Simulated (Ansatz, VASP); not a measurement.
# HfTeS in two plane-wave programs

One calculation is typed for both programs; each brings its own data sets. How far apart do they land? The cell is taken from a series of runs on this material, whose earlier steps may have relaxed, scaled, displaced or heated it; both programs get it as it stands.

Program: Ansatz 0.2.0. Level of theory: plane waves, with VASP 6.6.1 beside it; PBEsol. Results are calculated unless marked as measured.

### Step 1. The starting structure

The cell holds 3 atoms: 1 Hf, 1 S and 1 Te. Cell: a = 3.846 Å, b = 3.846 Å, c = 30.000 Å, α = 90.0°, β = 90.0°, γ = 120.0°. Vacuum lies along c.

### Step 2. Ansatz: zone-centre phonons, PBEsol

Ansatz runs on its PAW soft_1 files.

Second derivatives magnify differences that forces hide, and they need a tight electronic threshold.

The input, input.yaml:

```yaml
crystal:
  lattice:
    - [3.8464295335, 0.0, 0.0]
    - [-1.9232147667, 3.3311056899, 0.0]
    - [0.0, 0.0, 30.0]
  atoms:
    - { symbol: Hf, position: [0.0, 0.0, 0.3390582361] }
    - { symbol: S, position: [0.3333333333, 0.6666666667, 0.3803241991] }
    - { symbol: Te, position: [0.6666666667, 0.3333333333, 0.2772842313] }
  periodic: [true, true, false]
kpoints:
  mp_grid: { grid: [15, 15, 1] }
hamiltonian:
  xc: pbesol
  pseudopotentials: { kind: paw, azcp: { folder: soft_1 }, xc_functional: pbe }
scf:
  occupations: { method: methfessel_paxton, width: 0.2 }
output:
  eigenvalues: true
phonons:
  method: dfpt
```

Launch:

```console
$ ansatz run input.yaml --threads 8 --pin off --max-ram 16384MiB --backend cpu --events-out ev --progress --plain --runs-dir out
```

Numbers of over 12 decimals in the logs are rounded to 6 here.

What it wrote:

```text
Engine: ansatz 0.2.0, aarch64-unknown-linux-gnu
Pseudopotentials: kind: paw
Pseudopotential: Hf, paw, valence charge 26, recommended cutoff 420 eV (normal), soft_1/Hf.paw.azcp
Pseudopotential: S, paw, valence charge 6, recommended cutoff 420 eV (normal), soft_1/S.paw.azcp
Pseudopotential: Te, paw, valence charge 16, recommended cutoff 420 eV (normal), soft_1/Te.paw.azcp
Functional definition: PBEsol
  exchange = pbesol_x
  correlation = pbesol_c
Crystal: 3 atoms, lattice volume = 384.386 Å³
Basis set: ecut = 420 eV, 7505 PW (Γ), exchange–correlation on 54×54×432 points (8 copies of the dense FFT grid, shifted against one another)
Bands: 29, of which v1, the nominal top of the filled ones, is band 24 counted from 1 (23 counted from 0)
Symmetry: 6 space group operations
k-points: 64 of 225 (irreducible under 2 space group operations, time reversal used)
Non-local potential: Hf, projectors of the file, l = 0: 3, l = 1: 2, l = 2: 2, l = 3: 3
Non-local potential: S, projectors of the file, l = 0: 2, l = 1: 2, l = 2: 1
Non-local potential: Te, projectors of the file, l = 0: 2, l = 1: 2, l = 2: 2, l = 3: 1
PAW form: soft (Blöchl's): semilocal exchange-correlation on the pseudo side does not see the compensation charge
PAW frozen core: Hf, regenerated for the run's functional, and the local potential with it (the file was generated under x = pbe(κ = 0.804, μ = 0.219515), c = pbe(β = 0.066725))
PAW frozen core: S, regenerated for the run's functional, and the local potential with it (the file was generated under x = pbe(κ = 0.804, μ = 0.219515), c = pbe(β = 0.066725))
PAW frozen core: Te, regenerated for the run's functional, and the local potential with it (the file was generated under x = pbe(κ = 0.804, μ = 0.219515), c = pbe(β = 0.066725))
PAW one-centre angular grid: Hf, 590 points (default); XC on 64 Gauss nodes
PAW one-centre angular grid: S, 110 points (default); XC on 64 Gauss nodes
PAW one-centre angular grid: Te, 590 points (default); XC on 64 Gauss nodes
Initial density: superposition of atomic densities (neutral atoms: chi_scale 0, normalization atom)
Initial wavefunctions: pseudopotential atomic-orbital guess
Functional: x = pbesol(κ = 0.804, μ = 0.123457), c = pbesol(β = 0.046)
SCF iter   1: F=—  HF=-23389.345379 eV  |F-HF|=—  |Δ(HF+E_count)|=         —  Δρ=1.80e-2  dr2=2.01e0  ethr=3.10e-3  ⟨swp⟩=12.7  Hψ=12352  notcnv=0
preconditioner: auto → Resta (q_TF=auto, 1.929 Å⁻¹)  ε∞=1.8  [insulator: Δε(μ)=0.561 eV  Ē_g=11.297 eV  σ=0.200 eV  W_gap=1.02  n_scr=36 (ndim 8)  ℏωp=10.4 eV  f_vac=0.765  D(μ)=-0.01/eV (n_scr^D=0)  ε∞_Penn≈1.8  vacuum switching on, ρ_ref=9.3e-3 e/Å³]
SCF iter   2: F=—  HF=-23388.825605 eV  |F-HF|=—  |Δ(HF+E_count)|=   5.20e-1  S|Δr|=    0.00e0  Δρ=7.66e-3  dr2=3.60e-1  ethr=3.10e-3  ⟨swp⟩=5.0  Hψ=4725  notcnv=0  defer=25
preconditioner: auto → LDOS  [insulator: Δε(μ)=0.292 eV  Ē_g=11.641 eV  σ=0.200 eV  W_gap=0.77  n_scr=36 (ndim 8)  ℏωp=10.4 eV  f_vac=0.768  D(μ)=0.44/eV (n_scr^D=4)  ε∞_Penn≈1.8  β→1.0]
SCF iter   3: F=—  HF=-23388.891997 eV  |F-HF|=—  |Δ(HF+E_count)|=   6.64e-2  S|Δr|=    0.00e0  Δρ=5.42e-3  dr2=9.11e-1  ethr=7.51e-4  ⟨swp⟩=4.8  Hψ=5185  notcnv=0  defer=25  recentre
SCF iter   4: F=—  HF=-23388.788825 eV  |F-HF|=—  |Δ(HF+E_count)|=   1.03e-1  S|Δr|=    0.00e0  Δρ=2.60e-3  dr2=3.06e-1  ethr=7.51e-4  ⟨swp⟩=4.8  Hψ=4606  notcnv=0  defer=4
SCF iter   5: F=—  HF=-23388.761633 eV  |F-HF|=—  |Δ(HF+E_count)|=   2.72e-2  S|Δr|=    0.00e0  Δρ=1.04e-3  dr2=2.69e-3  ethr=6.38e-4  ⟨swp⟩=2.6  Hψ=2367  notcnv=0  defer=4
SCF iter   6: F=—  HF=-23388.761449 eV  |F-HF|=—  |Δ(HF+E_count)|=   1.84e-4  S|Δr|=    0.00e0  Δρ=2.27e-4  dr2=2.16e-4  ethr=5.60e-6  ⟨swp⟩=4.1  Hψ=5354  notcnv=0  defer=4
SCF iter   7: F=—  HF=-23388.761436 eV  |F-HF|=—  |Δ(HF+E_count)|=   1.26e-5  S|Δr|=    0.00e0  Δρ=7.10e-5  dr2=1.43e-5  ethr=4.51e-7  ⟨swp⟩=3.0  Hψ=3745  notcnv=0  defer=4
SCF iter   8: F=—  HF=-23388.761446 eV  |F-HF|=—  |Δ(HF+E_count)|=   1.03e-5  S|Δr|=    0.00e0  Δρ=1.98e-5  dr2=2.23e-6  ethr=2.98e-8  ⟨swp⟩=3.0  Hψ=4281  notcnv=0  defer=4
SCF iter   9: F=—  HF=-23388.761531 eV  |F-HF|=—  |Δ(HF+E_count)|=   8.41e-5  S|Δr|=    0.00e0  Δρ=9.40e-6  dr2=2.74e-7  ethr=4.66e-9  ⟨swp⟩=3.2  Hψ=4041  notcnv=0  defer=4
SCF iter  10: F=—  HF=-23388.761531 eV  |F-HF|=—  |Δ(HF+E_count)|=   7.29e-7  S|Δr|=    0.00e0  Δρ=3.00e-6  dr2=3.49e-8  ethr=5.71e-10  ⟨swp⟩=2.9  Hψ=3915  notcnv=0  defer=4
SCF iter  11: F=—  HF=-23388.761531 eV  |F-HF|=—  |Δ(HF+E_count)|=   5.55e-8  S|Δr|=    0.00e0  Δρ=8.37e-7  dr2=2.50e-9  ethr=7.28e-11  ⟨swp⟩=3.1  Hψ=3978  notcnv=0  defer=4
SCF iter  12: F=—  HF=-23388.761531 eV  |F-HF|=—  |Δ(HF+E_count)|=   2.75e-8  S|Δr|=    0.00e0  Δρ=1.75e-7  dr2=3.40e-10  ethr=5.21e-12  ⟨swp⟩=3.4  Hψ=4037  notcnv=0  defer=4
SCF iter  13: F=—  HF=-23388.761531 eV  |F-HF|=—  |Δ(HF+E_count)|=   1.50e-9  S|Δr|=    0.00e0  Δρ=6.94e-8  dr2=3.60e-11  ethr=1.00e-12  ⟨swp⟩=3.1  Hψ=3742  notcnv=0  defer=4
SCF iter  14: F=-23388.761531 eV  HF=-23388.761531 eV  |F-HF|=8.00e-11  |Δ(HF+E_count)|=  4.29e-10  S|Δr|=    0.00e0  Δρ=2.64e-8  dr2=9.57e-12  ethr=1.00e-12  ⟨swp⟩=15.7  Hψ=14473  notcnv=0
SCF 1 converged in 14 iterations: F = -23388.761531 eV  dr2 = 9.57e-12
  greatest PAW one-centre occupation: 0.998 electrons in one spin orbital (limit 2), on the Hf atom at site 0 (counted from 0), in its partial waves of l = 3
DFPT response loops at Γ: preconditioner auto → none (partly filled bands, converged f_vac=0.773); β = 0.50; Broyden in place of MSR1
SCF converged after 14 iterations
Stability not checked: this state was not tested for a lower state beside it, because cold or Methfessel-Paxton smearing, or corrected tetrahedra, fill the levels in a way that the test cannot read (fill_not_monotonic; see scf.lower_state_search)
Free energy (F): -23388.761531 eV
Harris-Foulkes:  -23388.761531 eV  (|F-HF|=8.00e-11)
Internal energy: -23388.764647 eV  (E = F + TS)
E sigma→0 (E₀):  -23388.762310 eV
Entropy (-TS):   0.003115 eV (1.038 meV/atom)
Fermi energy:    -4.707281 eV
Step filling:    the computed levels leave a gap of 0.0989 eV = 0.5 smearing widths at the electron count; against every level under it full and every level over it empty, smearing changes F+E_penalty+E_count by +1.019 meV and its σ→0 estimate by +0.240 meV
--- Per-component energies (eV) ---
  E_band       = -1178.977742
  E_kinetic    = 683.046788
  E_local      = -109277.862484  (includes V_loc(G=0)·N_el)
  E_nonlocal   = 170.547364
  E_hartree    = 54075.613092
  E_xc         = -472.556208
  E_vxc        = -437.046922  (∫ρ·V_xc dr)
  E_paw        = -12762.997012  (= ΣΔE_a)
  E_vpaw       = -468.888993  (= ΣTr[D̂ρ^β])
  E_aug_tail   = 0.000178  (compensation charges beyond the density's cutoff)
  E_ewald      = 44193.755818
  E_core_change = 1.687817  (= ΣΔE_core)
  E_smearing   = 0.003115  (= −TS)
  E_closure    = 0.000000  (closes the sum)
  Σ components = -23388.761531   (vs F -23388.761531, Δ=0.00e0)
--- Band table (eV; the first three rows and the last of 64) ---
  k-point 0: bands = [... 20 lower, -8.6717, -6.7072, -4.7242, -4.7242, -4.1042, -4.1042, -3.2494, -1.5351, ... 1 higher]
  k-point 1: bands = [... 20 lower, -8.6538, -6.6164, -5.2403, -4.9762, -4.0082, -3.8347, -3.0765, -1.4243, ... 1 higher]
  k-point 2: bands = [... 20 lower, -8.6061, -6.4921, -6.0507, -5.3504, -4.0675, -3.4202, -2.8253, -1.4309, ... 1 higher]
  k-point 63: bands = [... 20 lower, -8.6492, -7.9806, -7.1273, -6.6882, -3.9005, -2.9514, -2.4891, -1.2034, ... 1 higher]
--- Phonons (Γ-DFPT): 6 representative perturbations + reference, on 64 of 225 k-points (Σ response iterations 30) ---
  k mesh reduced under 2 symmetry operations, with k and −k counted as one. Each operation leaves every solved perturbation unchanged. A smaller set is not used because it would not reduce the number of displacements times k-points to solve
  ASR residual: 5.089e-5 → 0.000e0 eV/Å²; symmetrization residual: 1.805e-5 eV/Å²
  ASR residual per site (eV/Å²): 2.71e-5 1.83e-5 5.09e-5
  Γ frequencies (cm⁻¹): 0.00 0.00 0.00 88.89 88.89 175.16 221.27 221.27 272.16
  non-analytic LO–TO correction: not included (Born effective charges unavailable; polar crystals: no LO–TO splitting at Γ)
```

(Continued in part 2 of 2.)

[Lines on the potential files, build, host, timing and source positions are cut from VASP's logs without a mark.]

[Logs are printed without paths, hosts, clocks, repeated set-up lines and the standing remarks that a program may print on its own settings, such as how far it seeks lower states.]

[Hosts, paths, dates, database ids (printed as entryN), source tags and the programs' standing remarks are cut or masked in the printed files.]
